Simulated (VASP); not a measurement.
# Zr3PdSe4 (P-6m2) in VASP: phonons with PBE

Aim: the phonons of Zr3PdSe4 with PBE.

All numbers are computed with VASP 6.6.1; they aren't measurements. Logs are shortened: lines on timing, memory, paths and dates and some standing lists are left out, and cuts for length are marked.

### Step 1. The crystal as given

The structure is hexagonal, space group P-6m2 (No. 187). Conventional cell: a = 7.164 Å, b = 7.164 Å, c = 3.653 Å, α = 90.00°, β = 90.00°, γ = 120.00°. Zr (site symmetry mm2) is surrounded by 6 Se at 2.72 to 2.85 Å. Pd (site symmetry -6m2) is surrounded by 6 Se at 2.75 Å. Se (site symmetry mm2) is surrounded by 4 Zr at 2.72 Å and 2 Pd at 2.75 Å. Around Se (site symmetry -6m2) lie 6 Zr at 2.85 Å.

The cell was built by a generator and needn't be a form met in nature.

### Step 2. Phonons, PBE

Contents of POSCAR:

```
Zr3PdSe4
1.0
    7.1639380000      0.0000000000      0.0000000000
   -3.5819690000      6.2041530000      0.0000000000
    0.0000000000      0.0000000000      3.6531700000
Zr Pd Se
3 1 4
Direct
    0.0193760000      0.5096880000      0.0000000000
    0.4903120000      0.9806240000      0.0000000000
    0.4903120000      0.5096880000      0.0000000000
    0.0000000000      0.0000000000      0.0000000000
    0.1661410000      0.8338590000      0.5000000000
    0.1661410000      0.3322820000      0.5000000000
    0.6666670000      0.3333330000      0.5000000000
    0.6677180000      0.8338590000      0.5000000000
```

Contents of INCAR.step1:

```
  PREC = Accurate
  ENCUT = 520
  EDIFF = 1E-8
  ISMEAR = 0
  SIGMA = 0.1
  LREAL = F
  LASPH = T
  NELM = 100
  ALGO = Normal
  ISIF = 3
  LWAVE = F
  LCHARG = F
  GGA = PE
  KPAR = 8
  IBRION = 2
  NSW = 40
  EDIFFG = -0.002
```

Contents of INCAR.step2:

```
  PREC = Accurate
  ENCUT = 520
  EDIFF = 1E-8
  ISMEAR = 0
  SIGMA = 0.1
  LREAL = F
  LASPH = T
  NELM = 100
  ALGO = Normal
  ISIF = 2
  LWAVE = F
  LCHARG = F
  GGA = PE
  KPAR = 8
  IBRION = 6
  NFREE = 2
  POTIM = 0.015
  NSW = 1
```

Contents of KPOINTS:

```
Automatic mesh
0
Gamma
  6 6 8
```

Potentials or basis: VASP PAW PBE potentials, release 64 (Zr_sv, Pd, Se).

Started as:

```
$ cat potpaw_PBE.64/Zr_sv/POTCAR potpaw_PBE.64/Pd/POTCAR potpaw_PBE.64/Se/POTCAR > POTCAR
$ cp INCAR.step1 INCAR
$ mpirun -np 8 vasp_std > vasp.out
$ cp CONTCAR POSCAR
$ cp INCAR.step2 INCAR
$ mpirun -np 8 vasp_std > vasp.out
```

OUTCAR:

```text
PREC = Accurate
   ENCUT = 520
   EDIFF = 1E-8
   ISMEAR = 0
   LREAL = F
   LASPH = T
   NELM = 100
   ISIF = 2
   GGA = PE
   IBRION = 6
   NFREE = 2
   POTIM = 0.015
   NSW = 1

 ion  position               nearest neighbor table
   1  0.019  0.510  0.000-   6 2.72   6 2.72   5 2.72   5 2.72   7 2.85   7 2.85   3 3.37   2 3.37
                             4 3.58   4 3.58   3 3.79   2 3.79
   2  0.490  0.981  0.000-   5 2.72   5 2.72   8 2.72   8 2.72   7 2.85   7 2.85   1 3.37   3 3.37
                             4 3.58   4 3.58   3 3.79   1 3.79
   3  0.490  0.510  0.000-   6 2.72   6 2.72   8 2.72   8 2.72   7 2.85   7 2.85   1 3.37   2 3.37
                             4 3.58   4 3.58   1 3.79   2 3.79
   4  0.000  0.000  0.000-   8 2.75   8 2.75   5 2.75   5 2.75   6 2.75   6 2.75   2 3.58   2 3.58
                             1 3.58   3 3.58   1 3.58   3 3.58
   5  0.166  0.834  0.500-   2 2.72   2 2.72   1 2.72   1 2.72   4 2.75   4 2.75
   6  0.166  0.332  0.500-   3 2.72   3 2.72   1 2.72   1 2.72   4 2.75   4 2.75
   7  0.667  0.333  0.500-   1 2.85   1 2.85   2 2.85   2 2.85   3 2.85   3 2.85
   8  0.668  0.834  0.500-   2 2.72   2 2.72   3 2.72   3 2.72   4 2.75   4 2.75

  LATTYP: Found a hexagonal cell.
 ALAT       =     7.1642604944
 C/A-ratio  =     0.5099362505

  Lattice vectors:

 A1 = (   7.1642604944,   0.0000000000,   0.0000000000)
 A2 = (  -3.5821302472,   6.2044322884,   0.0000000000)
 A3 = (   0.0000000000,   0.0000000000,   3.6533161341)

Analysis of symmetry for initial positions (statically):
=====================================================================
 Subroutine PRICEL returns:
 Original cell was already a primitive cell.

 Routine SETGRP: Setting up the symmetry group for a
 hexagonal supercell.

 Subroutine GETGRP returns: Found 12 space group operations
 (whereof 12 operations were pure point group operations)
 out of a pool of 24 trial point group operations.

The static configuration has the point symmetry D_3h.

Analysis of symmetry for dynamics (positions and initial velocities):
=====================================================================
 Subroutine PRICEL returns:
 Original cell was already a primitive cell.

 Routine SETGRP: Setting up the symmetry group for a
 hexagonal supercell.

 Subroutine GETGRP returns: Found 12 space group operations
 (whereof 12 operations were pure point group operations)
 out of a pool of 24 trial point group operations.

The dynamic configuration has the point symmetry D_3h.

 Subroutine INISYM returns: Found 12 space group operations
 (whereof 12 operations are pure point group operations),
 and found     1 'primitive' translations

----------------------------------------------------------------------------------------

                                     Primitive cell

  volume of cell :     162.3905

  direct lattice vectors                    reciprocal lattice vectors
     7.164260494  0.000000000  0.000000000     0.139581748  0.080587550  0.000000000
    -3.582130247  6.204432288  0.000000000     0.000000000  0.161175101  0.000000000
     0.000000000  0.000000000  3.653316134     0.000000000  0.000000000  0.273723916

  length of vectors
     7.164260494  7.164261101  3.653316134     0.161175115  0.161175101  0.273723916

  position of ions in fractional coordinates (direct lattice)
     0.019352974  0.509676487  0.000000000
     0.490323513  0.980647026  0.000000000
     0.490323513  0.509676487  0.000000000
     0.000000000  0.000000000  0.000000000
     0.166149752  0.833850248  0.500000000
     0.166149752  0.332299503  0.500000000
     0.666667000  0.333333000  0.500000000
     0.667700497  0.833850248  0.500000000

  ion indices of the primitive-cell ions
   primitive index   ion index
[... 112 lines left out ...]
 non-spin polarized calculation
 Gauss-broadening in eV      SIGMA  =   0.10
  energy-cutoff  :      520.00
  volume of cell :      162.39
 maximum number of plane-waves:      4404
 NGX is ok and might be reduce to    54
   NGX = 27   NGY = 27   NGZ = 13

--------------------------------------- Ionic step        1  -------------------------------------------

 number of electron      70.0000006 magnetization

 Free energy of the ion-electron system (eV)
  ---------------------------------------------------
  ext. energy  EPLUGINS =         0.00000000
  ---------------------------------------------------
  free energy    TOTEN  =       -53.20657542 eV

  energy without entropy =      -53.18023844  energy(sigma->0) =      -53.19340693

------------------------ aborting loop because EDIFF is reached ----------------------------------------

  FORCE on cell =-STRESS in cart. coord.  units (eV):
  Direction    XX          YY          ZZ          XY          YZ          ZX
  --------------------------------------------------------------------------------------
  -------------------------------------------------------------------------------------
  Total       -0.0068166     -0.0068166     -0.0109569      0.0000000      0.0000000     -0.0000000
  in kB       -0.0672536     -0.0672536     -0.1081034      0.0000000      0.0000000     -0.0000000
  external PRESSURE =      -0.0808702 kB  Pullay stress =       0.0000000 kB
[... 107 lines left out ...]
  FREE ENERGIE OF THE ION-ELECTRON SYSTEM (eV)
  ---------------------------------------------------
  free  energy   TOTEN  =       -53.2057061087 eV

  energy  without entropy=      -53.1789522353  energy(sigma->0) =      -53.19232917

[... ionic steps 4 to 14 ...]

--------------------------------------- Ionic step       15  -------------------------------------------

 number of electron      70.0000006 magnetization

------------------------ aborting loop because EDIFF is reached ----------------------------------------
[... 79 lines left out ...]
--------------------------------------- Ionic step       17  -------------------------------------------

 number of electron      70.0000006 magnetization

 Free energy of the ion-electron system (eV)
  ---------------------------------------------------
  ext. energy  EPLUGINS =         0.00000000
  ---------------------------------------------------
  free energy    TOTEN  =       -53.20599230 eV

  energy without entropy =      -53.17965371  energy(sigma->0) =      -53.19282300

 E-fermi :   8.2171     XC(G=0): -10.9832

 val. band max:        8.2168705465   @ k =   0.0000   0.0000   0.1250
 cond. band min:       8.2348985675   @ k =   0.1667   0.0000   0.1250
 fundamental gap:      0.0180280210
 Fermi energy:         8.2171259475

 k-point     1 :       0.0000    0.0000    0.0000
  band No.  band energies     occupation
      1     -41.4522      2.00000
      2     -41.4286      2.00000
      3     -41.4286      2.00000
      4     -19.6570      2.00000
      5     -19.6569      2.00000
      6     -19.5649      2.00000
[... 1069 lines left out ...]
     41      10.4058      0.00000
     42      10.5285      0.00000

 [... further k-points ...]

------------------------ aborting loop because EDIFF is reached ----------------------------------------

  FORCE on cell =-STRESS in cart. coord.  units (eV):
  Direction    XX          YY          ZZ          XY          YZ          ZX
  --------------------------------------------------------------------------------------
  -------------------------------------------------------------------------------------
  Total       -0.0033516     -0.0033516     -0.0065377      0.0000000      0.0000000      0.0000000
  in kB       -0.0330678     -0.0330678     -0.0645022      0.0000000      0.0000000      0.0000000
  external PRESSURE =      -0.0435460 kB  Pullay stress =       0.0000000 kB
[... 23 lines left out ...]
  FREE ENERGIE OF THE ION-ELECTRON SYSTEM (eV)
  ---------------------------------------------------
  free  energy   TOTEN  =       -53.2059922996 eV

  energy  without entropy=      -53.1796537071  energy(sigma->0) =      -53.19282300

 INTERNAL STRAIN TENSORS FROM DISPLACED ATOMS
 ============================================

 INTERNAL STRAIN TENSOR FOR ION    1 for displacements in x,y,z  (eV/Angst):
          X           Y           Z          XY          YZ          ZX
  --------------------------------------------------------------------------------
  x     6.15624     2.76213     4.01275    -4.07515     0.00000     0.00000
  y    -3.46022     8.60925     2.31676     1.69706     0.00000     0.00000
  z     0.00000     0.00000     0.00000     0.00000     1.06362     1.84224

 INTERNAL STRAIN TENSOR FOR ION    8 for displacements in x,y,z  (eV/Angst):
          X           Y           Z          XY          YZ          ZX
  --------------------------------------------------------------------------------
  x    -4.52340    -0.03640    -2.50660     2.83589     0.00000     0.00000
  y     4.11017    -6.74277    -1.44719    -2.24350     0.00000     0.00000
  z    -0.00000     0.00000     0.00000    -0.00000    -4.86687    -8.42966

 Eigenvectors and eigenvalues of the dynamical matrix
 ----------------------------------------------------

   1 f  =    6.615675 THz    41.567510 2PiTHz  220.675156 cm-1    27.360220 meV
             X         Y         Z           dx          dy          dz
     -1.687078  3.162253  0.000000    -0.010561    0.327100   -0.000000
      0.000000  6.084358  0.000000    -0.000000    0.308808    0.000000
      1.687078  3.162253  0.000000     0.010561    0.327100   -0.000000
      0.000000  0.000000  0.000000    -0.000000    0.006406    0.000000
     -1.796620  5.173567  1.826658    -0.286687   -0.512711    0.000000
      0.000000  2.061730  1.826658     0.000000   -0.016153   -0.000000
      3.582134  2.068142  1.826658     0.000000   -0.000938   -0.000000
      1.796620  5.173567  1.826658     0.286687   -0.512711    0.000000
[... 243 lines left out ...]
  24 f/i=    2.009615 THz    12.626787 2PiTHz   67.033557 cm-1     8.311098 meV
             X         Y         Z           dx          dy          dz
     -1.687078  3.162253  0.000000     0.062260   -0.220045    0.000000
      0.000000  6.084358  0.000000     0.000000   -0.112208    0.000000
      1.687078  3.162253  0.000000    -0.062260   -0.220045   -0.000000
      0.000000  0.000000  0.000000    -0.000000    0.901605    0.000000
     -1.796620  5.173567  1.826658    -0.063240   -0.133935    0.000000
      0.000000  2.061730  1.826658     0.000000   -0.024401    0.000000
      3.582134  2.068142  1.826658     0.000000   -0.159542    0.000000
      1.796620  5.173567  1.826658     0.063240   -0.133935    0.000000

 ELASTIC MODULI CONTR FROM IONIC RELAXATION (kBar)
 Direction    XX          YY          ZZ          XY          YZ          ZX
 --------------------------------------------------------------------------------
 XX        -218.4312     41.0692    -82.6699     -0.0000     -0.0000     -0.0000
 YY          41.0692   -218.4313    -82.6699      0.0000     -0.0000      0.0000
 ZZ         -82.6699    -82.6699    -77.8196     -0.0000     -0.0000      0.0000
 XY          -0.0000      0.0000     -0.0000   -129.7502     -0.0000      0.0000
 YZ          -0.0000     -0.0000     -0.0000     -0.0000   -275.5872      0.0000
 ZX          -0.0000      0.0000      0.0000      0.0000      0.0000   -275.5871
 --------------------------------------------------------------------------------
```

It took 24 min on 8 MPI ranks of Intel Xeon Platinum 8488C (Sapphire Rapids), shared host; peak memory 1.1 GiB.

Results:

```
Highest phonon frequency at Γ, LO-TO splitting left out : 221 cm⁻¹
Most unstable mode                                      : 67i cm⁻¹
```

Phonon frequencies in cm⁻¹ (negative: imaginary):
```
              q point                                                                              frequencies
(0.000, 0.000, 0.000)  -67 -67 0 0 0 12 50 107 107 131 131 133 162 172 172 187 187 190 190 194 203 219 221 221
```

Caveat: some modes are imaginary.
